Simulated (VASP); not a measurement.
Method: vdW-DF-cx, VASP's PBE PAW potentials (set 64) (plane waves; VASP 6.6.1).

VASP ran on this input.

### KPOINTS
```
Automatic mesh
0
Gamma
13 13 13
0 0 0
```

**INCAR**
```
! general
SYSTEM  =CoGa
PREC    =Accurate
ENCUT   =520
LREAL   =F
LASPH   =T

! electronic loop
EDIFF   =1E-7
NELM    =100
ALGO    =Normal
LMAXMIX =4

! smearing
ISMEAR  =1
SIGMA   =0.1

! functional
GGA     =CX
LUSE_VDW=T
AGGAC   =0.0

! ions
ISIF    =2

! output
LWAVE   =F
LCHARG  =F
```

### POSCAR
```
CoGa
1
    2.7848902858     0.0000000000     0.0000000000
    0.0000000000     2.7848902858     0.0000000000
    0.0000000000     0.0000000000     2.7848902858
Ga Co
1 1
Direct
  0.5000000000   0.5000000000   0.5000000000
  0.0000000000   0.0000000000   0.0000000000
```

POTCAR, in this order: Ga_d Co (PBE.64 set). Program: vasp_std.

Output of the run:

OUTCAR:
```
 ion  position               nearest neighbor table
   1  0.500  0.500  0.500-   2 2.41   2 2.41   2 2.41   2 2.41   2 2.41   2 2.41   2 2.41   2 2.41
  LATTYP: Found a simple cubic cell.
 ALAT       =     2.7848902858
 Subroutine PRICEL returns:
 Original cell was already a primitive cell.
 Subroutine GETGRP returns: Found 48 space group operations
The static configuration has the point symmetry O_h .
The dynamic configuration has the point symmetry O_h .
 Subroutine INISYM returns: Found 48 space group operations
 Subroutine IBZKPT returns following result:
 Found     84 irreducible k-points:

 Following reciprocal coordinates:
            Coordinates               Weight
  0.000000  0.000000  0.000000      1.000000
  0.076923  0.000000  0.000000      6.000000
  0.153846  0.000000  0.000000      6.000000
  0.230769  0.000000  0.000000      6.000000
  0.307692  0.000000  0.000000      6.000000
  0.384615  0.000000  0.000000      6.000000
  0.461538  0.000000  0.000000      6.000000
  0.076923  0.076923  0.000000     12.000000
  0.153846  0.076923  0.000000     24.000000
  0.230769  0.076923  0.000000     24.000000
  0.307692  0.076923  0.000000     24.000000
  0.384615  0.076923  0.000000     24.000000
  0.461538  0.076923  0.000000     24.000000
  0.153846  0.153846  0.000000     12.000000
  0.230769  0.153846  0.000000     24.000000
  0.307692  0.153846  0.000000     24.000000
  0.384615  0.153846  0.000000     24.000000
  0.461538  0.153846  0.000000     24.000000
  0.230769  0.230769  0.000000     12.000000
  0.307692  0.230769  0.000000     24.000000
  0.384615  0.230769  0.000000     24.000000
  0.461538  0.230769  0.000000     24.000000
  0.307692  0.307692  0.000000     12.000000
  0.384615  0.307692  0.000000     24.000000
  0.461538  0.307692  0.000000     24.000000
  0.384615  0.384615  0.000000     12.000000
  0.461538  0.384615  0.000000     24.000000
  0.461538  0.461538  0.000000     12.000000
  0.076923  0.076923  0.076923      8.000000
  0.153846  0.076923  0.076923     24.000000
  0.230769  0.076923  0.076923     24.000000
  0.307692  0.076923  0.076923     24.000000
  0.384615  0.076923  0.076923     24.000000
  0.461538  0.076923  0.076923     24.000000
  0.153846  0.153846  0.076923     24.000000
  0.230769  0.153846  0.076923     48.000000
  0.307692  0.153846  0.076923     48.000000
  0.384615  0.153846  0.076923     48.000000
  0.461538  0.153846  0.076923     48.000000
  0.230769  0.230769  0.076923     24.000000
   k-points           NKPTS =     84   k-points in BZ     NKDIM =     84   number of bands    NBANDS=     15
   number of dos      NEDOS =    301   number of ions     NIONS =      2
   total plane-waves  NPLWV =  13824
   dimension x,y,z NGX =    24 NGY =   24 NGZ =   24
   dimension x,y,z NGXF=    48 NGYF=   48 NGZF=   48
   ions per type =               1   1
   PREC   = accura    normal or accurate (medium, high low for compatibility)
   ISTART =      0    job   : 0-new  1-cont  2-samecut
   ICHARG =      2    charge: 1-file 2-atom 10-const
   ISPIN  =      1    spin polarized calculation?
   LNONCOLLINEAR =      F non collinear calculations
   LSORBIT =      F    spin-orbit coupling
   INIWAV =      1    electr: 0-lowe 1-rand  2-diag
   ENCUT  =  520.0 eV  38.22 Ry    6.18 a.u.   5.18  5.18  5.18*2*pi/ulx,y,z
   NELM   =    100;   NELMIN=  2; NELMDL= -5     # of ELM steps
   EDIFF  = 0.1E-06   stopping-criterion for ELM
   LREAL  =      F    real-space projection
   NLSPLINE    = F    spline interpolate recip. space projectors
   LMAXMIX     =    4 max onsite mixed and CHGCAR
   VOSKOWN=      0    Vosko Wilk Nusair interpolation
...
```

**OSZICAR**
```
       N       E                     dE             d eps       ncg     rms          rms(c)
DAV:   1     0.103021308204E+03    0.10302E+03   -0.10821E+04  2712   0.268E+03
DAV:   2    -0.167220625155E+01   -0.10469E+03   -0.10237E+03  2625   0.350E+02
DAV:   3    -0.614142445034E+01   -0.44692E+01   -0.44551E+01  2800   0.803E+01
DAV:   4    -0.620991178793E+01   -0.68487E-01   -0.68451E-01  3532   0.910E+00
DAV:   5    -0.621143980256E+01   -0.15280E-02   -0.15279E-02  2989   0.116E+00    0.107E+01
DAV:   6    -0.677811710493E+01   -0.56668E+00   -0.20467E+01  2894   0.635E+01    0.972E+00
DAV:   7    -0.516588716386E+01    0.16122E+01   -0.78210E+00  2618   0.471E+01    0.225E+00
DAV:   8    -0.513326876693E+01    0.32618E-01   -0.23250E-01  3076   0.589E+00    0.633E-01
DAV:   9    -0.512700272070E+01    0.62660E-02   -0.17298E-02  3482   0.221E+00    0.123E-01
DAV:  10    -0.512671599069E+01    0.28673E-03   -0.58727E-04  3617   0.366E-01    0.684E-02
DAV:  11    -0.512670271007E+01    0.13281E-04   -0.98909E-05  3614   0.171E-01    0.117E-02
DAV:  12    -0.512670241934E+01    0.29073E-06   -0.35084E-06  3184   0.286E-02    0.107E-03
DAV:  13    -0.512670236452E+01    0.54814E-07   -0.24480E-07  2589   0.706E-03
   1 F= -.51267024E+01 E0= -.51270857E+01  d E =0.114999E-02
```

### OUTCAR
```
------------------------ aborting loop because EDIFF is reached ----------------------------------------
  FORCE on cell =-STRESS in cart. coord.  units (eV):
  Direction    XX          YY          ZZ          XY          YZ          ZX
  --------------------------------------------------------------------------------------
  Total        1.9126473      1.9126473      1.9126473      0.0000000     -0.0000000      0.0000000
  in kB      141.8800085    141.8800085    141.8800085      0.0000000     -0.0000000      0.0000000
  external PRESSURE =     141.8800085 kB  Pullay stress =       0.0000000 kB
  volume of cell :       21.60
      direct lattice vectors                 reciprocal lattice vectors
     2.784890286  0.000000000  0.000000000     0.359080573  0.000000000  0.000000000
     0.000000000  2.784890286  0.000000000     0.000000000  0.359080573  0.000000000
     0.000000000  0.000000000  2.784890286     0.000000000  0.000000000  0.359080573
 POSITION                                       TOTAL-FORCE (eV/Angst)
 -----------------------------------------------------------------------------------
      1.39245      1.39245      1.39245         0.000000      0.000000      0.000000
      0.00000      0.00000      0.00000         0.000000      0.000000      0.000000
 -----------------------------------------------------------------------------------
    total drift:                                0.000000      0.000000     -0.000000
  FREE ENERGIE OF THE ION-ELECTRON SYSTEM (eV)
  ---------------------------------------------------
  free  energy   TOTEN  =        -5.1267023645 eV

  energy  without entropy=       -5.1278523593  energy(sigma->0) =       -5.12708570
```
(Selected blocks of OUTCAR.)

The compound is CoGa in the CsCl type structure. This cell is one point of a volume scan, at 0.94 of the reference volume. The run is not spin-polarised, so no magnetic state was tried.
